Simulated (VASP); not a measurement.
Output of a VASP run:

OSZICAR:
```
       N       E                     dE             d eps       ncg     rms          rms(c)
DAV:   1     0.796449149548E+02    0.79645E+02   -0.80058E+03   416   0.137E+03
DAV:   2    -0.203034781835E+01   -0.81675E+02   -0.77502E+02   471   0.257E+02
DAV:   3    -0.721072616369E+01   -0.51804E+01   -0.51646E+01   506   0.674E+01
DAV:   4    -0.727156035630E+01   -0.60834E-01   -0.60812E-01   471   0.786E+00
DAV:   5    -0.727252608444E+01   -0.96573E-03   -0.96572E-03   491   0.978E-01    0.704E+00
DAV:   6    -0.686017991126E+01    0.41235E+00   -0.95433E-01   605   0.365E+01    0.543E+00
DAV:   7    -0.684407829431E+01    0.16102E-01   -0.34184E-01   441   0.570E+00    0.274E+00
DAV:   8    -0.684357285500E+01    0.50544E-03   -0.55670E-03   471   0.720E-01    0.796E-01
DAV:   9    -0.684386141999E+01   -0.28856E-03   -0.11446E-03   479   0.315E-01    0.121E-01
DAV:  10    -0.684400677964E+01   -0.14536E-03   -0.13639E-04   446   0.131E-01    0.620E-02
DAV:  11    -0.684402475108E+01   -0.17971E-04   -0.31930E-05   494   0.822E-02    0.637E-03
DAV:  12    -0.684402580781E+01   -0.10567E-05   -0.29934E-06   440   0.230E-02    0.551E-03
DAV:  13    -0.684402565927E+01    0.14854E-06   -0.33636E-07   283   0.138E-02
   1 F= -.68440257E+01 E0= -.68440257E+01  d E =-.118652E-13
```

File OUTCAR:
```
------------------------ aborting loop because EDIFF is reached ----------------------------------------
  FORCE on cell =-STRESS in cart. coord.  units (eV):
  Direction    XX          YY          ZZ          XY          YZ          ZX
  --------------------------------------------------------------------------------------
  Total        0.3154142      0.3154142      0.3154142      0.0000000      0.0000000      0.0000000
  in kB       12.7661513     12.7661513     12.7661513      0.0000000      0.0000000      0.0000000
  external PRESSURE =      12.7661513 kB  Pullay stress =       0.0000000 kB
  volume of cell :       39.59
      direct lattice vectors                 reciprocal lattice vectors
     0.000000000  2.705000000  2.705000000    -0.184842884  0.184842884  0.184842884
     2.705000000  0.000000000  2.705000000     0.184842884 -0.184842884  0.184842884
     2.705000000  2.705000000  0.000000000     0.184842884  0.184842884 -0.184842884
  FREE ENERGIE OF THE ION-ELECTRON SYSTEM (eV)
  ---------------------------------------------------
  free  energy   TOTEN  =        -6.8440256593 eV

  energy  without entropy=       -6.8440256593  energy(sigma->0) =       -6.84402566
```
(Selected blocks of OUTCAR.)

### POSCAR
```
ZnS
1
    0.0000000000     2.7050000000     2.7050000000
    2.7050000000     0.0000000000     2.7050000000
    2.7050000000     2.7050000000     0.0000000000
Zn S
1 1
Direct
  0.0000000000   0.0000000000   0.0000000000
  0.2500000000   0.2500000000   0.2500000000
```

Problem. Reconstruct the remaining input files.

Solution. This is not unique; one that fits is the input of the run itself, PBE GGA, plane waves, VASP's PBE PAW potentials (set 64).

**INCAR**
```
! general
SYSTEM    =  ZnS
PREC      =  Accurate
ENCUT     =  400
LREAL     =  .FALSE.
LASPH     =  .TRUE.
KSPACING  =  0.35
KGAMMA    =  .TRUE.

! electronic loop
EDIFF     =  1E-6
NELM      =  100
ALGO      =  Normal
LMAXMIX   =  4

! smearing
ISMEAR    =  0
SIGMA     =  0.05

! functional
GGA       =  PE

! ions
ISIF      =  2

! output
LWAVE     =  .FALSE.
LCHARG    =  .FALSE.
```

POTCAR, in this order: Zn S (PBE.64 set). Program: vasp_std.

The compound is ZnS in the zinc blende structure. The cell was not relaxed at this level. The run is one of a series of settings (KGAMMA = .TRUE., KSPACING = 0.35, KPOINTS file removed against the base run), some of them coarse on purpose.
